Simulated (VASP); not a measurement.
These are LDA (Ceperley-Alder, Perdew-Zunger), VASP's LDA PAW potentials (set 64) (plane waves; VASP) values and carry that method's errors.

Input for VASP

File POSCAR:
```
Au
1
   -0.0000000000     2.0097090366     2.0097090366
    2.0097090366     0.0000000000     2.0097090366
    2.0097090366     2.0097090366     0.0000000000
Au
1
Direct
  0.0000000000   0.0000000000   0.0000000000
```

File KPOINTS:
```
Automatic mesh
0
gamma
16 16 16
0 0 0
```

**INCAR**
```
# general
SYSTEM   =  Au
PREC     =  Accurate
ENCUT    =  500
LREAL    =  .False.
LASPH    =  .True.

# electronic loop
EDIFF    =  1E-6
NELM     =  100
ALGO     =  Normal
LMAXMIX  =  6

# smearing
ISMEAR   =  1
SIGMA    =  0.1

# ions
IBRION   =  2
NSW      =  40
ISIF     =  3
EDIFFG   =  -0.02
PSTRESS  =  100

# output
LWAVE    =  .False.
LCHARG   =  .False.
```

POTCAR, in this order: Au (LDA.64 set). Program: vasp_std.

The run wrote:

**OSZICAR**
```
       N       E                     dE             d eps       ncg     rms          rms(c)
DAV:   1     0.406245243802E+02    0.40625E+02   -0.57342E+03  2867   0.106E+03
DAV:   2    -0.440901625000E+01   -0.45034E+02   -0.42354E+02  2738   0.198E+02
DAV:   3    -0.476205861586E+01   -0.35304E+00   -0.35287E+00  3085   0.187E+01
DAV:   4    -0.476292998790E+01   -0.87137E-03   -0.87136E-03  3019   0.974E-01
DAV:   5    -0.476293469748E+01   -0.47096E-05   -0.47083E-05  2915   0.689E-02    0.112E+01
DAV:   6    -0.446855900183E+01    0.29438E+00   -0.91954E-01  2669   0.935E+00    0.682E+00
DAV:   7    -0.444218262530E+01    0.26376E-01   -0.93117E-02  2804   0.287E+00    0.295E+00
DAV:   8    -0.443863029250E+01    0.35523E-02   -0.28072E-03  2761   0.657E-01    0.255E-01
DAV:   9    -0.443862901629E+01    0.12762E-05   -0.76505E-06  2929   0.338E-02    0.935E-03
DAV:  10    -0.443863004486E+01   -0.10286E-05   -0.89134E-07  2436   0.894E-03    0.101E-03
DAV:  11    -0.443863004452E+01    0.33549E-09   -0.21372E-08  1344   0.164E-03
   1 F= -.34253745E+01 E0= -.34253110E+01  d E =-.342537E+01
       N       E                     dE             d eps       ncg     rms          rms(c)
DAV:   1    -0.497452207048E+01   -0.53589E+00   -0.13648E+01  2659   0.422E+01    0.556E+00
DAV:   2    -0.436820999061E+01    0.60631E+00   -0.18889E+00  2620   0.138E+01    0.181E+00
DAV:   3    -0.433469144840E+01    0.33519E-01   -0.15107E-01  2691   0.371E+00    0.114E+00
DAV:   4    -0.433472112524E+01   -0.29677E-04   -0.64485E-03  2772   0.642E-01    0.172E-01
DAV:   5    -0.433461363325E+01    0.10749E-03   -0.12923E-04  2687   0.102E-01    0.118E-02
DAV:   6    -0.433462380825E+01   -0.10175E-04   -0.14886E-06  2814   0.119E-02    0.260E-03
DAV:   7    -0.433462461200E+01   -0.80375E-06   -0.33294E-07  1549   0.441E-03
   2 F= -.33939269E+01 E0= -.33938607E+01  d E =0.314477E-01
       N       E                     dE             d eps       ncg     rms          rms(c)
DAV:   1    -0.474831261937E+01   -0.41369E+00   -0.71173E+00  2655   0.308E+01    0.339E+00
DAV:   2    -0.444114640477E+01    0.30717E+00   -0.95070E-01  2622   0.983E+00    0.195E+00
DAV:   3    -0.442347566452E+01    0.17671E-01   -0.76475E-02  2684   0.265E+00    0.129E+00
DAV:   4    -0.442313840666E+01    0.33726E-03   -0.19261E-03  2750   0.379E-01    0.184E-01
DAV:   5    -0.442317529056E+01   -0.36884E-04   -0.10928E-04  3095   0.725E-02    0.577E-03
DAV:   6    -0.442318051709E+01   -0.52265E-05   -0.17888E-06  2694   0.123E-02    0.163E-03
DAV:   7    -0.442318064551E+01   -0.12842E-06   -0.64145E-08  1328   0.184E-03
   3 F= -.34308280E+01 E0= -.34307591E+01  d E =-.545350E-02
```

OUTCAR:
```
------------------------ aborting loop because EDIFF is reached ----------------------------------------
  FORCE on cell =-STRESS in cart. coord.  units (eV):
  Direction    XX          YY          ZZ          XY          YZ          ZX
  --------------------------------------------------------------------------------------
  Total        0.9815046      0.9815046      0.9815046      0.0000000      0.0000000      0.0000000
  in kB       98.9068418     98.9068418     98.9068418      0.0000000      0.0000000      0.0000000
  external PRESSURE =      -1.0931582 kB  Pullay stress =     100.0000000 kB
  volume of cell :       15.90
      direct lattice vectors                 reciprocal lattice vectors
     0.000000000  1.995793173  1.995793173    -0.250526962  0.250526962  0.250526962
     1.995793173 -0.000000000  1.995793173     0.250526962 -0.250526962  0.250526962
     1.995793173  1.995793173  0.000000000     0.250526962  0.250526962 -0.250526962
 POSITION                                       TOTAL-FORCE (eV/Angst)
 -----------------------------------------------------------------------------------
      0.00000      0.00000      0.00000         0.000000      0.000000      0.000000
 -----------------------------------------------------------------------------------
    total drift:                               -0.000000      0.000000     -0.000000
  FREE ENERGIE OF THE ION-ELECTRON SYSTEM (eV)
  ---------------------------------------------------
  free  energy   TOTEN  =        -4.4231806455 eV

  energy  without entropy=       -4.4229738497  energy(sigma->0) =       -4.42311171
  enthalpy is  TOTEN    =        -3.4308280474 eV   P V=        0.9923525981

 reached required accuracy - stopping structural energy minimisation
```
(Selected blocks of OUTCAR.)

**CONTCAR**
```
Au
   1.00000000000000
     0.0000000000000000    1.9957931725119595    1.9957931725119595
     1.9957931725119595   -0.0000000000000000    1.9957931725119595
     1.9957931725119595    1.9957931725119595    0.0000000000000000
  Au
     1
Direct
     0.0000000000000000    0.0000000000000000    0.0000000000000000
```

Energy and stress use the plane-wave basis of the starting cell.

The compound is Au in the fcc structure. This run relaxes it under an external pressure of 10 GPa. Symmetry was kept, so distortions that lower it aren't found.
